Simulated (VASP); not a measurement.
```
CELL_PARAMETERS angstrom
      0.00000     2.82420     2.82420
      2.82420     0.00000     2.82420
      2.82420     2.82420     0.00000
ATOMIC_POSITIONS crystal
  Ag 0.00000 0.00000 0.00000
  Cl 0.50000 0.50000 0.50000
```

Method: vdW-DF2, VASP's PBE PAW potentials (set 64) (plane waves; VASP 6.6.1). Run with 520 eV cut-off, 8×8×8 Γ-centred mesh, Gaussian smearing of 0.050 eV, potentials Ag Cl.

Q: Estimate the energy per atom (σ→0), pressure, band gap (on the k-mesh) with the smallest direct gap where there is one.

A: 
* **band gap (on the k-mesh)**: 0.94 eV
* **smallest direct gap (on the k-mesh)**: 2.97 eV
* **energy per atom (σ→0)**: -0.381 eV/atom
* **pressure**: 2.88 GPa

Only differences to runs with the same potentials and settings are physical.

The compound is AgCl in the rock salt structure. This cell is one point of a volume scan, at 0.94 of the reference volume.
